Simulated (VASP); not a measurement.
# Mo: structure and properties in VASP, part 3 of 3

How well does PBEsol reproduce what experiment finds for Mo? The cell is relaxed first, and properties follow on it. The start is a cell from a database of measured crystal structures.

VASP 6.6.1, plane waves and PAW; the level of theory is named at each step.

So far. Step 4 (Single point with fields (PBEsol)): In this run the pressure is -0.10 GPa, small enough to go on; single stress components reach 0.10 GPa. Step 5 (Band structure (PBEsol)): There is no gap at this level. The relaxed cell has a = 3.126 Å (conventional setting).

### Step 6. Total and projected DOS (PBEsol)

Level of this step: PBEsol; plane waves and PAW (Mo_sv) (VASP).

Here the states are counted by energy and projected on the atoms. The mesh is finer than in the run before.

INCAR

```
SYSTEM = Mo
PREC = Accurate
ENCUT = 400
EDIFF = 1E-06
NELM = 100
ISMEAR = -5
SIGMA = 0.2
LREAL = .FALSE.
ALGO = Normal
GGA = PS
NBANDS = 18
LORBIT = 11
LWAVE = .FALSE.
LCHARG = .FALSE.
KPAR = 2
NEDOS = 2001
```

POSCAR

```
Mo
1.0
   -1.5632452756      1.5632452756      1.5632452756
    1.5632452756     -1.5632452756      1.5632452756
    1.5632452756      1.5632452756     -1.5632452756
Mo
1
Direct
    0.0000000000      0.0000000000      0.0000000000
```

KPOINTS

```
Automatic mesh
0
Gamma
15 15 15
0 0 0
```

PAW data sets: Mo_sv (PBE family, release 64).

The run is started by

```bash
$ mpirun -np 2 vasp_std
```

What it wrote:

```text
[... set-up lines as in an earlier step ...]
 entering main loop
       N       E                     dE             d eps       ncg     rms          rms(c)
DAV:   1     0.825235020840E+02    0.82524E+02   -0.62878E+03  4408   0.662E+02
DAV:   2    -0.113852498082E+02   -0.93909E+02   -0.90133E+02  4952   0.226E+02
DAV:   3    -0.125232086087E+02   -0.11380E+01   -0.11343E+01  4968   0.247E+01
DAV:   4    -0.125254227633E+02   -0.22142E-02   -0.22143E-02  4830   0.125E+00
DAV:   5    -0.125254309923E+02   -0.82291E-05   -0.82320E-05  4736   0.692E-02    0.167E+01
DAV:   6    -0.118747151498E+02    0.65072E+00   -0.44093E-01  4462   0.777E+00    0.461E+00
DAV:   7    -0.117804626681E+02    0.94252E-01   -0.83511E-02  4716   0.334E+00    0.970E-01
DAV:   8    -0.117748938158E+02    0.55689E-02   -0.41419E-03  4566   0.602E-01    0.190E-01
DAV:   9    -0.117749477103E+02   -0.53895E-04   -0.69566E-05  5206   0.770E-02    0.879E-02
DAV:  10    -0.117749584344E+02   -0.10724E-04   -0.95436E-06  4686   0.305E-02    0.351E-03
DAV:  11    -0.117749603531E+02   -0.19187E-05   -0.88219E-08  2574   0.257E-03    0.763E-04
DAV:  12    -0.117749599175E+02    0.43555E-06   -0.69388E-09  2350   0.768E-04
   1 F= -.11774960E+02 E0= -.11774960E+02  d E =0.000000E+00
 -----------------------------------------------------------------------------
|                                                                             |
|           W    W    AA    RRRRR   N    N  II  N    N   GGGG   !!!           |
|           W    W   A  A   R    R  NN   N  II  NN   N  G    G  !!!           |
|           W    W  A    A  R    R  N N  N  II  N N  N  G       !!!           |
|           W WW W  AAAAAA  RRRRR   N  N N  II  N  N N  G  GGG   !            |
|           WW  WW  A    A  R   R   N   NN  II  N   NN  G    G                |
|           W    W  A    A  R    R  N    N  II  N    N   GGGG   !!!           |
|                                                                             |
|     Tetrahedron method does not include variations of the Fermi             |
|     occupations, so forces and stress will be inaccurate. We suggest        |
|     using a different smearing scheme ISMEAR = 1 or 2 for metals in         |
|     relaxations.                                                            |
|                                                                             |
 -----------------------------------------------------------------------------
```

Run time: 26 s. Hardware: 2 MPI ranks of AMD EPYC 7R43, shared host; peak memory 0.22 GiB; 49 s of CPU time.

OUTCAR, selected parts (step 6):

```text
   k-points           NKPTS =    120   k-points in BZ     NKDIM =    120   number of bands    NBANDS=     18

   NELECT =      14.0000    total number of electrons

 E-fermi :  12.8488

 k-point     1 :       0.0000    0.0000    0.0000
  band No.  band energies     occupation
    ...
      4     -21.6038      2.00000
      5       5.4747      2.00000
      6      11.4192      2.00000
      7      11.4192      2.00000
      8      11.4192      2.00000
      9      14.5146      0.00000
     10      14.5146      0.00000
     11      27.6767      0.00000
     12      27.6767      0.00000
     13      27.6767      0.00000
    ...

  Total        0.0890118      0.0890118      0.0890118     -0.0000000      0.0000000      0.0000000
  in kB        9.3329028      9.3329028      9.3329028     -0.0000000      0.0000000      0.0000000
  external PRESSURE =       9.3329028 kB  Pullay stress =       0.0000000 kB

 POSITION                                       TOTAL-FORCE (eV/Angst)
 -----------------------------------------------------------------------------------
      0.00000      0.00000      0.00000         0.000000     -0.000000     -0.000000
 -----------------------------------------------------------------------------------
    total drift:                                0.000000     -0.000000      0.000000

  FREE ENERGIE OF THE ION-ELECTRON SYSTEM (eV)
  ---------------------------------------------------
  free  energy   TOTEN  =       -11.7749599175 eV

  energy  without entropy=      -11.7749599175  energy(sigma->0) =      -11.77495992

[... 6 parts as in an earlier step ...]

[... 10 further parts left out ...]
```

With tetrahedra the forces and stress of a metal are not exact derivatives of the energy.

Numbers from this step:

- SCF cycles: 12
- irreducible k-points: 120
- free energy (TOTEN): -11.77 eV
- Fermi energy: 12.85 eV
- pressure: 0.9333 GPa
- DOS at the Fermi level, one point of the energy grid: 0.5758 states/eV/cell

The density of states has structure finer than the step of the table below, so its rows give means over 1 eV, whole bins alone (the curve runs from -11.9 to 7.95 eV). Peaks (eV: height): total -3.1: 2.56, -1.7: 2.52, 1.7: 1.79, 2.5: 3.38; Mo d -3.1: 1.97, -1.7: 1.71, 1.7: 1.60, 2.5: 3.14; Mo p -4.1: 0.0591, -3.1: 0.108, -1.7: 0.189; Mo s -5.0: 0.202, -1.7: 0.0738, 2.5: 0.0317.

States under -11.9 eV and over 8.0 eV are left out. The density of states by energy, zero at the Fermi level; means over each step; values in states/eV/cell:

```tsv
energy (eV)	total	Mo d	Mo p	Mo s
-8	0	0	0	0
-7	0.0306	1.9e-4	6.6e-4	0.0165
-6	0.105	0.00892	0.00466	0.0482
-5	0.936	0.488	0.0276	0.160
-4	1.15	0.718	0.0450	0.104
-3	1.54	1.20	0.0549	0.0110
-2	1.36	0.952	0.0892	0.0367
-1	0.638	0.397	0.0639	0.0198
0	0.644	0.477	0.0399	0.0100
1	1.20	1.02	0.0284	0.0125
2	1.63	1.48	0.0186	0.0132
3	0.986	0.845	0.0330	0.0251
4	0.542	0.444	0.0273	0.0191
5	0.292	0.197	0.0323	0.0179
6	0.271	0.156	0.0438	0.0172
7	0.254	0.127	0.0511	0.0154
```

The finer mesh and the other smearing move the Fermi level by -0.11 eV from the 10×10×10 run, one measure of the sampling error in the zero of the bands above. Of the states within 0.3 eV of the Fermi level, the largest shares in the PAW spheres are Mo d 74 % and Mo p 6 %. The rest lies in smaller channels or between the spheres.

### Step 7. Core-level energies (PBEsol)

ICORELEVEL = 1 prints the core eigenvalues in the potential of the ground state.

INCAR

```
SYSTEM = Mo
PREC = Accurate
ENCUT = 400
EDIFF = 1E-06
NELM = 100
ISMEAR = 1
SIGMA = 0.2
LREAL = .FALSE.
ALGO = Normal
GGA = PS
NBANDS = 13
LORBIT = 11
LWAVE = .FALSE.
LCHARG = .FALSE.
KPAR = 2
ICORELEVEL = 1
```

POSCAR is that of step 6.

KPOINTS

```
Automatic mesh
0
Gamma
10 10 10
0 0 0
```

The run is started by

```bash
$ mpirun -np 2 vasp_std
```

What it wrote:

```text
[... set-up lines as in an earlier step ...]
 entering main loop
       N       E                     dE             d eps       ncg     rms          rms(c)
[... 11 cycles as in an earlier step ...]
   1 F= -.11761051E+02 E0= -.11760774E+02  d E =-.831487E-03
```

It took 6.6 s on 2 MPI ranks; peak memory 0.17 GiB; 12 s of CPU time.

From OUTCAR (step 7):

```text
   NELECT =      14.0000    total number of electrons

 the core state eigenenergies are
   1-  1s -19803.1223  2s  -2783.2952  2p  -2486.2962  3s   -460.4937  3p   -363.2008
       3d   -205.0239

 E-fermi :  12.9558

[... 19 parts as in an earlier step ...]

[... 2 further parts left out ...]
```

These are scalar-relativistic Kohn-Sham levels of the ground state, with no core hole, so they are not binding energies.

Numbers from this step:

- SCF cycles: 11
- bands: 13
- irreducible k-points: 47
- free energy (TOTEN): -11.76 eV
- Fermi energy: 12.96 eV
- pressure: -0.1006 GPa

Kohn-Sham core levels. Core levels, by row:

```tsv
atom	shell	level below the Fermi level (eV)
Mo1	1s	19816
Mo1	2s	2796
Mo1	2p	2499
Mo1	3s	473.4
Mo1	3p	376.2
Mo1	3d	218
```

### Step 8. Band structure (PBEsol + SOC)

This step: PBEsol, spin-orbit coupling; plane waves and PAW (Mo_sv) (VASP 6.6.1).

The mesh alone shows little of the dispersion and can miss band extrema, so KPOINTS_OPT adds a path through the symmetry points after the self-consistent cycle. Spin-orbit coupling needs spinors and the noncollinear program, where each band holds one electron.

INCAR: that of step 7 with these lines changed.

```diff
@@ -10,3 +10,9 @@
 GGA = PS
-NBANDS = 13
+LNONCOLLINEAR = .TRUE.
+MAGMOM = 0 0 0
+NBANDS = 26
+GGA_COMPAT = .FALSE.
+LASPH = .TRUE.
+LSORBIT = .TRUE.
+LMAXMIX = 4
 LORBIT = 11
@@ -15,2 +21 @@
 KPAR = 2
-ICORELEVEL = 1
```

POSCAR is that of step 7.

KPOINTS

```
Automatic mesh
0
Gamma
8 8 8
0 0 0
```

KPOINTS_OPT

```
Line mode
16
Line-mode
Reciprocal
  0.00000000   0.00000000   0.00000000 GAMMA
  0.50000000  -0.50000000   0.50000000 H

  0.50000000  -0.50000000   0.50000000 H
  0.00000000   0.00000000   0.50000000 N

  0.00000000   0.00000000   0.50000000 N
  0.00000000   0.00000000   0.00000000 GAMMA

  0.00000000   0.00000000   0.00000000 GAMMA
  0.25000000   0.25000000   0.25000000 P

  0.25000000   0.25000000   0.25000000 P
  0.50000000  -0.50000000   0.50000000 H

  0.25000000   0.25000000   0.25000000 P
  0.00000000   0.00000000   0.50000000 N
```

The run is started by

```bash
$ mpirun -np 2 vasp_ncl
```

What it wrote:

```text
[... set-up lines as in an earlier step ...]
 entering main loop
       N       E                     dE             d eps       ncg     rms          rms(c)
DAV:   1     0.114954883098E+03    0.11495E+03   -0.69150E+03  1516   0.931E+02
DAV:   2    -0.103969032286E+02   -0.12535E+03   -0.12100E+03  1684   0.331E+02
DAV:   3    -0.126105666369E+02   -0.22137E+01   -0.21956E+01  1692   0.448E+01
DAV:   4    -0.126178689172E+02   -0.73023E-02   -0.73016E-02  1594   0.281E+00
DAV:   5    -0.126179166651E+02   -0.47748E-04   -0.47748E-04  1642   0.200E-01    0.167E+01
DAV:   6    -0.119587328666E+02    0.65918E+00   -0.75678E-01  1532   0.108E+01    0.464E+00
DAV:   7    -0.118614576863E+02    0.97275E-01   -0.15832E-01  1616   0.463E+00    0.110E+00
DAV:   8    -0.118568204674E+02    0.46372E-02   -0.31607E-03  1574   0.681E-01    0.771E-01
DAV:   9    -0.118558989779E+02    0.92149E-03   -0.68903E-04  1656   0.320E-01    0.903E-02
DAV:  10    -0.118558967191E+02    0.22588E-05   -0.23957E-05  1584   0.573E-02    0.528E-02
DAV:  11    -0.118559005328E+02   -0.38137E-05   -0.66733E-06  1574   0.306E-02    0.254E-03
DAV:  12    -0.118559004369E+02    0.95880E-07   -0.11628E-07   814   0.398E-03
   1 F= -.11855900E+02 E0= -.11855262E+02  d E =-.191633E-02  mag=     0.0000     0.0000    -0.0000
 Start KPOINTS_OPT (optional k-point list driver)
k-point batch [1-29\96]
       N       E                     dE             ncg
DAV:   1    -0.136875419569E+04   -0.15342E+05     1516
DAV:   2    -0.485691097535E+04   -0.34882E+04     1740
DAV:   3    -0.491830729849E+04   -0.61396E+02     1652
DAV:   4    -0.491853177675E+04   -0.22448E+00     1656
DAV:   5    -0.491853342113E+04   -0.16444E-02     1628
DAV:   6    -0.491853344433E+04   -0.23198E-04     1552
DAV:   7    -0.491853344473E+04   -0.40395E-06     1174
[...]
k-point batch [88-96\96]
       N       E                     dE             ncg
DAV:   1     0.121487267099E+05   -0.51711E+04      468
DAV:   2     0.110377857136E+05   -0.11109E+04      548
DAV:   3     0.110167741054E+05   -0.21012E+02      490
DAV:   4     0.110166984512E+05   -0.75654E-01      486
DAV:   5     0.110166979809E+05   -0.47035E-03      478
DAV:   6     0.110166979749E+05   -0.60005E-05      442
DAV:   7     0.110166979748E+05   -0.97380E-07      334
```

The job ended after 44 s (2 MPI ranks; peak memory 0.25 GiB).

Parts of OUTCAR (step 8):

```text
   k-points           NKPTS =     29   k-points in BZ     NKDIM =     29   number of bands    NBANDS=     26

   NELECT =      14.0000    total number of electrons

 E-fermi :  12.7223

 k-point     1 :       0.0000    0.0000    0.0000
  band No.  band energies     occupation
    ...
     12      11.3723      1.00000
     13      11.3723      1.00000
     14      11.3723      1.00000
     15      11.5115      1.00000
     16      11.5115      1.00000
     17      14.5265     -0.00000
     18      14.5265     -0.00000
     19      14.5265     -0.00000
     20      14.5265     -0.00000
     21      27.6757      0.00000
    ...

  Total        0.1080622      0.1080622      0.1080622      0.0000000      0.0000000      0.0000000
  in kB       11.3303369     11.3303369     11.3303369      0.0000000      0.0000000      0.0000000
  external PRESSURE =      11.3303369 kB  Pullay stress =       0.0000000 kB

 POSITION                                       TOTAL-FORCE (eV/Angst)
 -----------------------------------------------------------------------------------
      0.00000      0.00000      0.00000        -0.000000     -0.000000      0.000000
 -----------------------------------------------------------------------------------
    total drift:                                0.000000     -0.000000      0.000000

  FREE ENERGIE OF THE ION-ELECTRON SYSTEM (eV)
  ---------------------------------------------------
  free  energy   TOTEN  =       -11.8559004369 eV

  energy  without entropy=      -11.8539841028  energy(sigma->0) =      -11.85526166

 Spin-Orbit-Coupling matrix elements
 Ion:    1  E_soc:     -0.2064689

 magnetization (x)
# of ion       s       p       d       tot
------------------------------------------
    1        0.000  -0.000   0.000  -0.000

 magnetization (y)
# of ion       s       p       d       tot
------------------------------------------
    1        0.000   0.000   0.000   0.000

 magnetization (z)
# of ion       s       p       d       tot
------------------------------------------
    1       -0.000  -0.000   0.000  -0.000

[... 6 parts as in an earlier step ...]

[... 10 further parts left out ...]
```

LASPH is on here and off in scalar runs of this session, so a comparison with those holds both changes.

Numbers from this step:

```yaml
scf_cycles: 12
bands: 26
irreducible_k_points: 29
free_energy_toten: -11.86 eV
energy_at_zero_smearing: -11.86 eV
fermi_energy: 12.72 eV
pressure: 1.133 GPa
```

On-site spin-orbit energy by atom:

```tsv
atom	on-site spin-orbit energy (eV)
Mo1	-0.206
```

Electronic bands along the path, in eV, zero at the Fermi level; # counts the bands kept in this run, so #1 is VASP's band 9:

```tsv
point	#3	#4	#5	#6	#7	#8	#9	#10
Γ	-1.35	-1.35	-1.35	-1.35	-1.21	-1.21	1.80	1.80
0.47 of the way	-2.34	-2.34	-0.79	-0.79	-0.65	-0.65	0.74	0.74
H	-5.54	-5.54	4.19	4.19	4.19	4.19	4.39	4.39
0.53 of the way	-3.06	-3.06	-1.03	-1.03	0.31	0.31	4.68	4.68
N	-3.41	-3.41	1.81	1.81	1.84	1.84	2.50	2.50
0.47 of the way	-2.59	-2.59	-1.41	-1.41	1.31	1.31	1.52	1.52
Γ	-1.35	-1.35	-1.35	-1.35	-1.21	-1.21	1.80	1.80
0.53 of the way	-2.89	-2.89	-2.86	-2.86	1.85	1.85	1.97	1.97
P	-2.52	-2.52	-2.52	-2.52	2.63	2.63	2.63	2.63
0.47 of the way	-2.94	-2.94	-2.89	-2.89	2.35	2.35	2.46	2.46
H	-5.54	-5.54	4.19	4.19	4.19	4.19	4.39	4.39
jump to P	-2.52	-2.52	-2.52	-2.52	2.63	2.63	2.63	2.63
0.53 of the way	-3.38	-3.38	-0.27	-0.27	2.15	2.15	2.56	2.56
N	-3.41	-3.41	1.81	1.81	1.84	1.84	2.50	2.50
```

At these settings, which differ from those of the relaxation, the cell is under a pressure of 1.1 GPa. Spin-orbit coupling and whatever else the input changes with it, such as the mesh, can each hold a part of this; the runs don't part them.

### Step 9. Ionic relaxation at fixed cell (PBEsol) with a changed input

This step: PBEsol; plane waves and PAW (Mo_sv) (VASP 6.6.1).

This run is made with a changed input; what comes of it follows.

INCAR

```
SYSTEM = Mo
PREC = Normal
ENCUT = 220
EDIFF = 1E-06
NELM = 73
ISMEAR = 1
SIGMA = 0.2
LREAL = .FALSE.
ALGO = Normal
GGA = PS
NBANDS = 13
LORBIT = 11
LWAVE = .FALSE.
LCHARG = .FALSE.
KPAR = 2
IBRION = 2
NSW = 30
ISIF = 2
EDIFFG = -0.01
```

POSCAR is that of step 8.

KPOINTS

```
Automatic mesh
0
Gamma
10 10 10
0 0 0
```

The run is started by

```bash
$ mpirun -np 2 vasp_std
```

What it wrote:

```text
[... set-up lines as in an earlier step ...]
 entering main loop
       N       E                     dE             d eps       ncg     rms          rms(c)
DAV:   1     0.340924331467E+02    0.34092E+02   -0.49795E+03  1350   0.586E+02
DAV:   2    -0.121429510795E+02   -0.46235E+02   -0.44806E+02  1422   0.189E+02
DAV:   3    -0.124607988629E+02   -0.31785E+00   -0.31649E+00  1382   0.148E+01
DAV:   4    -0.124611305217E+02   -0.33166E-03   -0.33163E-03  1367   0.560E-01
DAV:   5    -0.124611313032E+02   -0.78151E-06   -0.78315E-06  1362   0.247E-02    0.173E+01
DAV:   6    -0.117607191633E+02    0.70041E+00   -0.80580E-01  1267   0.109E+01    0.483E+00
DAV:   7    -0.116690649862E+02    0.91654E-01   -0.14955E-01  1312   0.448E+00    0.855E-01
DAV:   8    -0.116647511417E+02    0.43138E-02   -0.23251E-03  1272   0.589E-01    0.160E-01
DAV:   9    -0.116647569950E+02   -0.58534E-05   -0.60072E-05  1377   0.871E-02    0.542E-02
DAV:  10    -0.116647622508E+02   -0.52558E-05   -0.38329E-06  1267   0.220E-02    0.626E-03
DAV:  11    -0.116647617524E+02    0.49839E-06   -0.15683E-07   641   0.469E-03
   1 F= -.11664762E+02 E0= -.11664518E+02  d E =-.116648E+02
 curvature:   0.00 expect dE= 0.000E+00 dE for cont linesearch  0.000E+00
 trial: gam= 0.00000 g(F)=  0.141E-62 g(S)=  0.000E+00 ort = 0.000E+00 (trialstep = 0.100E+01)
 search vector abs. value=  0.100E-09
 reached required accuracy - stopping structural energy minimisation
```

The job ended after 2.8 s (2 MPI ranks; peak memory 0.14 GiB; 4 s of CPU time).

OUTCAR, selected parts (step 9):

```text
   ENCUT  =  220.0 eV  16.17 Ry    4.02 a.u.   3.27  3.27  3.27*2*pi/ulx,y,z

   NELECT =      14.0000    total number of electrons

 E-fermi :  12.9542

 k-point     1 :       0.0000    0.0000    0.0000
  band No.  band energies     occupation
    ...
      4     -21.6248      2.00000
      5       5.4788      2.00000
      6      11.4139      2.00000
      7      11.4139      2.00000
      8      11.4161      2.00000
      9      14.5091     -0.00000
     10      14.5091     -0.00000
     11      27.6972      0.00000
     12      27.6973      0.00000
     13      27.6973      0.00000

  Total       -3.0340484     -3.0340484     -3.0340484      0.0000000     -0.0000000      0.0000000
  in kB     -318.1205477   -318.1205477   -318.1205477      0.0000000     -0.0000000      0.0000000
  external PRESSURE =    -318.1205477 kB  Pullay stress =       0.0000000 kB

 POSITION                                       TOTAL-FORCE (eV/Angst)
 -----------------------------------------------------------------------------------
      0.00000      0.00000      0.00000        -0.000000      0.000000     -0.000000
 -----------------------------------------------------------------------------------
    total drift:                                0.000000      0.000000     -0.000000

  FREE ENERGIE OF THE ION-ELECTRON SYSTEM (eV)
  ---------------------------------------------------
  free  energy   TOTEN  =       -11.6647617524 eV

  energy  without entropy=      -11.6640301986  energy(sigma->0) =      -11.66451790

[... 6 parts as in an earlier step ...]

[... 11 further parts left out ...]
```

CONTCAR:

```
Mo
   1.00000000000000
    -1.5632452755999999    1.5632452755999999    1.5632452755999999
     1.5632452755999999   -1.5632452755999999    1.5632452755999999
     1.5632452755999999    1.5632452755999999   -1.5632452755999999
  Mo
     1
Direct
     0.0000000000000000    0.0000000000000000    0.0000000000000000
```

Convergence was reached, but on settings outside the sound range, so the numbers are no properties of the crystal.

Against the sound run on this cell (core-level energies (PBEsol)) the energy at zero smearing moves by +96.3 meV an atom and the pressure by -31.71 GPa.

The fault in the input: cutoff too low (ENCUT = 220 and PREC = "Normal"). Raise ENCUT.

### Step 10. Summary of results

```
relaxed volume                            : 15.28 Å³/atom
relaxed conventional cell a, b, c         : 3.126, 3.126, 3.126 Å
space group after relaxing, within 0.02 Å : Im-3m (No. 229)
band gap                                  : none, a metal
DOS at the Fermi level                    : 0.576 states/eV/cell
shallowest level of the frozen cores      : Mo1 3d, 218.0 eV deep
band gap (PBEsol + SOC)                   : none, a metal
```

With PBEsol, Mo relaxes to 15.28 Å³/atom in space group Im-3m (held by the symmetry of the run) and comes out as a metal. Against the listed cell the volume lies -1.9 %. Band structure (PBEsol): Of the bands kept, 3 cross the Fermi level on this path. Band structure (PBEsol + SOC): Of the bands kept, 6 cross the Fermi level on this path (spinor bands, one electron each). LASPH was switched on together with spin-orbit coupling, so shifts put down to the coupling hold both changes, and that of the mesh where it differs. The k-sampling is coarse for a metal, so the Fermi level, pressures and the shape of the cell carry errors. No search among competing phases was made. All values are for a static lattice at zero temperature.

Calculation against experiment:

| quantity | measured | PBEsol |
| --- | --- | --- |
| lattice constant a (Å) | 3.147 | 3.126 (-0.7 %) |

Measured values from pmc:10052566 (2023).

**Verdict.** The lattice constant a is off by -0.7 %: good agreement. The grades are ours: good and fair within 0.7 and 1.5 % for the lattice constant a. For lattice constants the calculation has a static lattice, without zero-point motion or thermal expansion.

[Lines on the potential files, build, host, timing and source positions are cut from VASP's logs without a mark.]

[Logs are printed without paths, hosts, clocks, repeated set-up lines and the standing remarks that a program may print on its own settings, such as how far it seeks lower states.]

[Hosts, paths, dates, database ids (printed as entryN), source tags and the programs' standing remarks are cut or masked in the printed files.]

[A measured line is paired with the nearest computed mode of its activity, which favours agreement.]

[In band tables of VASP the shares of atoms and orbitals are scaled to a sum of 1 inside the atoms' spheres.]
